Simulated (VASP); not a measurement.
# Si2Sb2Te (P-3m1) in VASP: relaxation of cell and atoms with PBE

Aim: the relaxation of cell and atoms of Si2Sb2Te with PBE.

All numbers are computed with VASP 6.6.1; they aren't measurements. Logs are shortened: lines on timing, memory, paths and dates and some standing lists are left out, and cuts for length are marked.

## Step 1: The structure

The structure is trigonal, space group P-3m1 (No. 164). Conventional cell: a = 3.950 Å, b = 3.950 Å, c = 9.050 Å, α = 90.00°, β = 90.00°, γ = 120.00°. Si (site symmetry 3m) is surrounded by 1 Si at 2.35 Å and 3 Sb at 2.60 Å. Around Sb (site symmetry 3m) lie 3 Si at 2.60 Å. Around Te (site symmetry -3m) lie 6 Sb at 3.10 Å and 2 Si at 3.35 Å.

The cell was built by a generator and needn't be a form met in nature.

## Step 2: Relaxation of cell and atoms, PBE

Contents of INCAR:

```
PREC     = Normal         # precision mode
ENCUT    = 520            # plane-wave cutoff, eV
EDIFF    = 1E-4           # SCF threshold, eV
ISMEAR   = 0              # smearing method
SIGMA    = 0.15           # smearing width, eV
LREAL    = F              # projectors in reciprocal space
LASPH    = T              # aspherical terms in the spheres
NELM     = 60             # most SCF steps
ALGO     = Fast           # electronic algorithm
ISIF     = 3              # what is computed and relaxed
LWAVE    = F              # write WAVECAR
LCHARG   = F              # write CHGCAR
GGA      = PE             # functional
IBRION   = 2              # ionic algorithm
NSW      = 24             # ionic steps
EDIFFG   = -0.08          # ionic threshold
```

Contents of KPOINTS:

```
Automatic mesh
0
Gamma
  4 4 2
```

Contents of POSCAR:

```
Si2Sb2Te
1.0
    3.9500000000      0.0000000000      0.0000000000
   -1.9750000000      3.4208003400      0.0000000000
    0.0000000000      0.0000000000      9.0500000000
Si Sb Te
2 2 1
Direct
    0.0000000000      0.0000000000      0.3700000000
    0.0000000000      0.0000000000      0.6300000000
    0.3333333300      0.6666666700      0.2320000000
    0.6666666700      0.3333333300      0.7680000000
    0.0000000000      0.0000000000      0.0000000000
```

Potentials or basis: VASP PAW PBE potentials, release 64 (Si, Sb, Te).

The run is started by

```
cat potpaw_PBE.64/Si/POTCAR potpaw_PBE.64/Sb/POTCAR potpaw_PBE.64/Te/POTCAR > POTCAR
mpirun -np 1 vasp_std > vasp.out
```

OUTCAR:

```text
PREC = Normal
   ENCUT = 520
   EDIFF = 1E-4
   ISMEAR = 0
   LREAL = F
   LASPH = T
   NELM = 60
   ISIF = 3
   GGA = PE
   IBRION = 2
   NSW = 24
   EDIFFG = -0.08

 ion  position               nearest neighbor table
   1  0.000  0.000  0.370-   2 2.35   3 2.60   3 2.60   3 2.60   5 3.35
   2  0.000  0.000  0.630-   1 2.35   4 2.60   4 2.60   4 2.60   5 3.35
   3  0.333  0.667  0.232-   1 2.60   1 2.60   1 2.60   5 3.10   5 3.10   5 3.10
   4  0.667  0.333  0.768-   2 2.60   2 2.60   2 2.60   5 3.10   5 3.10   5 3.10
   5  0.000  0.000  0.000-   3 3.10   4 3.10   3 3.10   4 3.10   4 3.10   3 3.10   1 3.35   2 3.35

  LATTYP: Found a hexagonal cell.
 ALAT       =     3.9500000000
 C/A-ratio  =     2.2911392405

  Lattice vectors:

 A1 = (   3.9500000000,   0.0000000000,   0.0000000000)
 A2 = (  -1.9750000000,   3.4208003400,   0.0000000000)
 A3 = (   0.0000000000,   0.0000000000,   9.0500000000)

Analysis of symmetry for initial positions (statically):
=====================================================================
 Subroutine PRICEL returns:
 Original cell was already a primitive cell.

 Routine SETGRP: Setting up the symmetry group for a
 hexagonal supercell.

 Subroutine GETGRP returns: Found 12 space group operations
 (whereof 12 operations were pure point group operations)
 out of a pool of 24 trial point group operations.

The static configuration has the point symmetry D_3d.

Analysis of symmetry for dynamics (positions and initial velocities):
=====================================================================
 Subroutine PRICEL returns:
 Original cell was already a primitive cell.

 Routine SETGRP: Setting up the symmetry group for a
 hexagonal supercell.

 Subroutine GETGRP returns: Found 12 space group operations
 (whereof 12 operations were pure point group operations)
 out of a pool of 24 trial point group operations.

The dynamic configuration has the point symmetry D_3d.

 Subroutine INISYM returns: Found 12 space group operations
 (whereof 12 operations are pure point group operations),
 and found     1 'primitive' translations

----------------------------------------------------------------------------------------

                                     Primitive cell

  volume of cell :     122.2851

  direct lattice vectors                    reciprocal lattice vectors
     3.950000000  0.000000000  0.000000000     0.253164557  0.146164625  0.000000000
    -1.975000000  3.420800340  0.000000000     0.000000000  0.292329251  0.000000000
     0.000000000  0.000000000  9.050000000     0.000000000  0.000000000  0.110497238

  length of vectors
     3.950000000  3.949999996  9.050000000     0.292329250  0.292329251  0.110497238

  position of ions in fractional coordinates (direct lattice)
     0.000000000  0.000000000  0.370000000
     0.000000000  0.000000000  0.630000000
     0.333333330  0.666666670  0.232000000
     0.666666670  0.333333330  0.768000000
     0.000000000  0.000000000  0.000000000

  ion indices of the primitive-cell ions
   primitive index   ion index
                 1           1
                 2           2
                 3           3
                 4           4
                 5           5

----------------------------------------------------------------------------------------

 KPOINTS: Automatic mesh

Automatic generation of k-mesh.
 Grid dimensions read from file:
 generate k-points for:    4    4    2

 Generating k-lattice:

  Cartesian coordinates                     Fractional coordinates (reciprocal lattice)
     0.063291139  0.036541156  0.000000000     0.250000000 -0.000000000  0.000000000
     0.000000000  0.073082313  0.000000000     0.000000000  0.250000000  0.000000000
     0.000000000  0.000000000  0.055248619     0.000000000  0.000000000  0.500000000

  Length of vectors
     0.073082313  0.073082313  0.055248619

  Shift w.r.t. Gamma in fractional coordinates (k-lattice)
     0.000000000  0.000000000  0.000000000

 Subroutine IBZKPT returns following result:
 ===========================================

 Found      8 irreducible k-points:

 Following reciprocal coordinates:
            Coordinates               Weight
  0.000000  0.000000  0.000000      1.000000
  0.250000  0.000000  0.000000      6.000000
  0.500000  0.000000  0.000000      3.000000
  0.250000  0.250000  0.000000      6.000000
  0.000000  0.000000  0.500000      1.000000
  0.250000  0.000000  0.500000      6.000000
  0.500000  0.000000  0.500000      3.000000
  0.250000  0.250000  0.500000      6.000000
   k-points           NKPTS =      8   k-points in BZ     NKDIM =      8   number of bands    NBANDS=     16
   number of dos      NEDOS =    301   number of ions     NIONS =      5
   total plane-waves  NPLWV =  28800
   dimension x,y,z NGX =    24 NGY =   24 NGZ =   50
   dimension x,y,z NGXF=    48 NGYF=   48 NGZF=  100
   ions per type =               2   2   1
   NGX,Y,Z   is equivalent  to a cutoff of  10.10, 10.10,  9.18 a.u.
   NGXF,Y,Z  is equivalent  to a cutoff of  20.20, 20.20, 18.37 a.u.
 SYSTEM =  unknown system
   PREC   = normal    normal or accurate (medium, high low for compatibility)
   ISTART =      0    job   : 0-new  1-cont  2-samecut
   ICHARG =      2    charge: 1-file 2-atom 10-const
   ISPIN  =      1    spin polarized calculation?
   LNONCOLLINEAR =      F non collinear calculations
   LSORBIT =      F    spin-orbit coupling
   LASPH  =      T    aspherical Exc in radial PAW
   ENCUT  =  520.0 eV  38.22 Ry    6.18 a.u.   7.34  7.34 16.83*2*pi/ulx,y,z
   NELM   =     60;   NELMIN=  2; NELMDL= -5     # of ELM steps
   EDIFF  = 0.1E-03   stopping-criterion for ELM
   LREAL  =      F    real-space projection
   EDIFFG = -.8E-01   stopping-criterion for IOM
   NSW    =     24    number of steps for IOM
   IBRION =      2    ionic relax: 0-MD 1-quasi-New 2-CG
   NFREE  =      1    steps in history (QN), initial steepest desc. (CG)
   ISIF   =      3    stress and relaxation
   ISYM   =      2    0-nonsym 1-usesym 2-fastsym
   POTIM  = 0.5000    time-step for ionic-motion
   TEBEG  =    0.0;   TEEND  =   0.0 temperature during run
   PSTRESS=    0.0 pullay stress
   NELECT =      24.0000    total number of electrons
   NUPDOWN=      -1.0000    fix difference up-down
   EMIN   =  10.00;   EMAX   =-10.00  energy-range for DOS
   EFERMI =   0.00;   METHOD = LEGACY
   ISMEAR =     0;   SIGMA  =   0.15  broadening in eV -4-tet -1-fermi 0-gaus
   EFERMI_NEDOS =   21; number of points for ismear=-14 and -15
   IALGO  =     68    algorithm
   IMIX   =      4    mixing-type and parameters
     AMIX     =   0.40;   BMIX     =  1.00
     AMIX_MAG =   1.60;   BMIX_MAG =  1.00
  volume/ion in A,a.u.               =      24.46       165.04
  Fermi-wavevector in a.u.,A,eV,Ry     =   0.951380  1.797848 12.314964  0.905124
  Thomas-Fermi vector in A             =   2.079845
   LORBIT       =      0    0 simple, 1 ext, 2 COOP (PROOUT), +10 PAW based schemes
   GGA     = PE    functional components
   LHFCALC =     F    Hartree Fock is set to
   AEXX    =    0.0000 exact exchange contribution
   IVDW    =     0    specifies the selected vdW correction
   LEPSILON=     F    determine dielectric tensor
   LRPA    =     F    only Hartree local field effects (RPA)
 conjugate gradient relaxation of ions
 non-spin polarized calculation
 RMM-DIIS sequential band-by-band and
 Gauss-broadening in eV      SIGMA  =   0.15
  energy-cutoff  :      520.00
  volume of cell :      122.29
 maximum number of plane-waves:      3327
   NGX = 15   NGY = 15   NGZ = 33

--------------------------------------- Ionic step        1  -------------------------------------------

 number of electron      24.0000002 magnetization

 Free energy of the ion-electron system (eV)
  ---------------------------------------------------
  ext. energy  EPLUGINS =         0.00000000
  ---------------------------------------------------
  free energy    TOTEN  =       -19.77792240 eV

  energy without entropy =      -19.71054031  energy(sigma->0) =      -19.74423135

------------------------ aborting loop because EDIFF is reached ----------------------------------------

  FORCE on cell =-STRESS in cart. coord.  units (eV):
  Direction    XX          YY          ZZ          XY          YZ          ZX
  --------------------------------------------------------------------------------------
  -------------------------------------------------------------------------------------
  Total        7.6983338      7.6983338      8.1069728     -0.0000000      0.0000000     -0.0000000
  in kB      100.8634738    100.8634735    106.2174570     -0.0000000      0.0000000     -0.0000000
  external PRESSURE =     102.6481347 kB  Pullay stress =       0.0000000 kB
[... 98 lines left out ...]
  FREE ENERGIE OF THE ION-ELECTRON SYSTEM (eV)
  ---------------------------------------------------
  free  energy   TOTEN  =       -20.3995548125 eV

  energy  without entropy=      -20.3495236968  energy(sigma->0) =      -20.37453925

[... ionic steps 4 to 11 ...]

--------------------------------------- Ionic step       12  -------------------------------------------

 number of electron      23.9999991 magnetization

------------------------ aborting loop because EDIFF is reached ----------------------------------------

  FORCE on cell =-STRESS in cart. coord.  units (eV):
  Direction    XX          YY          ZZ          XY          YZ          ZX
  --------------------------------------------------------------------------------------
  -------------------------------------------------------------------------------------
  Total       -0.3929329     -0.3929329      0.3744072     -0.0000000      0.0000000     -0.0000000
  in kB       -4.4174132     -4.4174131      4.2091437     -0.0000000      0.0000000     -0.0000000
  external PRESSURE =      -1.5418942 kB  Pullay stress =       0.0000000 kB
[... 63 lines left out ...]
  energy  without entropy=      -20.4757144544  energy(sigma->0) =      -20.50143527

--------------------------------------- Ionic step       14  -------------------------------------------

 number of electron      23.9999998 magnetization

 Free energy of the ion-electron system (eV)
  ---------------------------------------------------
  ext. energy  EPLUGINS =         0.00000000
  ---------------------------------------------------
  free energy    TOTEN  =       -20.53440110 eV

  energy without entropy =      -20.47972769  energy(sigma->0) =      -20.50706439

 E-fermi :   5.7022     XC(G=0):  -9.1867

 val. band max:        5.5914013184   @ k =   0.5000   0.0000   0.5000
 cond. band min:       5.7212133952   @ k =   0.2500   0.0000   0.0000
 fundamental gap:      0.1298120768
 Fermi energy:         5.7021914385

 k-point     1 :       0.0000    0.0000    0.0000
  band No.  band energies     occupation
      1      -6.4291      2.00000
      2      -5.5264      2.00000
      3      -4.9871      2.00000
      4      -0.9713      2.00000
      5       1.0054      2.00000
      6       4.6539      2.00000
[... 8 lines left out ...]
     15       7.9479      0.00000
     16       7.9479      0.00000
[... 163 lines left out ...]
  FREE ENERGIE OF THE ION-ELECTRON SYSTEM (eV)
  ---------------------------------------------------
  free  energy   TOTEN  =       -20.5344010964 eV

  energy  without entropy=      -20.4797276923  energy(sigma->0) =      -20.50706439

 reached required accuracy - stopping structural energy minimisation
```

Wall time 50 s (1 thread of Intel Xeon Platinum 8488C (Sapphire Rapids), shared host); peak memory 0.18 GiB.

Results:

```yaml
Free_energy: -20.5344 eV
Relaxed_volume: 28.34 Å³/atom
Relaxed_cell: a = 4.034 Å, b = 4.034 Å, c = 10.052 Å, α = 90.00°, β = 90.00°, γ = 120.00°
Space_group_after_relaxing_to_0.05_Å: P-3m1 (No. 164)
Energy_gained_by_relaxing: 151.3 meV/atom
Ionic_steps: 14
Pressure_after_relaxing: 0.2 GPa
Largest_force_after_relaxing: 0.072 eV/Å
Band_gap_on_the_k_mesh: none (metal or under the smearing width)
```

Forces in eV/Å, atoms in the order of the input:
```
Si   0.000  0.000  0.040
Si   0.000  0.000 -0.040
Sb   0.000  0.000  0.072
Sb   0.000  0.000 -0.072
Te   0.000  0.000  0.000
```

Step by step:
```tsv
step	energy change (eV)	largest force (eV/Å)	pressure (GPa)	volume (Å³)
1	0.0000	1.5361	10.26	122.29
2	-0.4980	0.6593	-3.54	152.16
3	-0.6216	0.5792	-0.37	141.60
4	-0.6599	0.4888	-0.12	141.15
5	-0.6768	0.5243	0.44	140.42
6	-0.6783	0.3766	0.32	140.59
7	-0.7048	0.2211	0.12	141.25
8	-0.7207	0.1566	-0.05	142.19
9	-0.7210	0.2025	-0.04	142.33
10	-0.7283	0.1348	-0.12	142.38
11	-0.7427	0.1193	-0.16	142.49
12	-0.7447	0.2583	-0.15	142.52
13	-0.7492	0.1761	-0.10	142.32
14	-0.7565	0.0717	0.18	141.69
```

Final structure:
```
Si Sb Te
1.0
     4.03444    0.00000    0.00000
    -2.01722    3.49392    0.00000
     0.00000    0.00000   10.05175
Si Sb Te
2 2 1
Direct
  0.00000 0.00000 0.38526
  0.00000 0.00000 0.61474
  0.33333 0.66667 0.25827
  0.66667 0.33333 0.74173
  0.00000 0.00000 0.00000
```

Levels at points of the mesh, in eV from the Fermi level:
| k point | band 7 | band 8 | band 9 | band 10 | band 11 | band 12 | band 13 | band 14 | band 15 | band 16 |
| --- | --- | --- | --- | --- | --- | --- | --- | --- | --- | --- |
| (0.00, 0.00, 0.00) | -1.05 | -0.42 | -0.42 | -0.38 | -0.38 | 0.54 | 0.54 | 1.29 | 2.25 | 2.25 |
| (0.50, 0.00, 0.00) | -3.78 | -2.61 | -2.26 | -1.88 | -1.43 | -1.07 | -0.39 | 1.03 | 1.54 | 3.29 |
| (0.00, 0.00, 0.50) | -0.97 | -0.97 | -0.60 | -0.60 | 0.72 | 0.72 | 0.78 | 1.74 | 2.12 | 2.12 |
| (0.50, 0.00, 0.50) | -3.63 | -2.87 | -2.49 | -2.13 | -0.90 | -0.11 | 0.28 | 0.56 | 1.45 | 1.80 |

Caveat: the k mesh is coarse (spacing up to 0.46 Å⁻¹), so the values aren't converged; the volume moved by over 15 % at a fixed basis, so the end points are rough; the relaxation stopped at a loose force limit of 0.08 eV/Å, so its end isn't a converged minimum. Spin-orbit coupling is left out, which matters for the levels of Sb, Te.
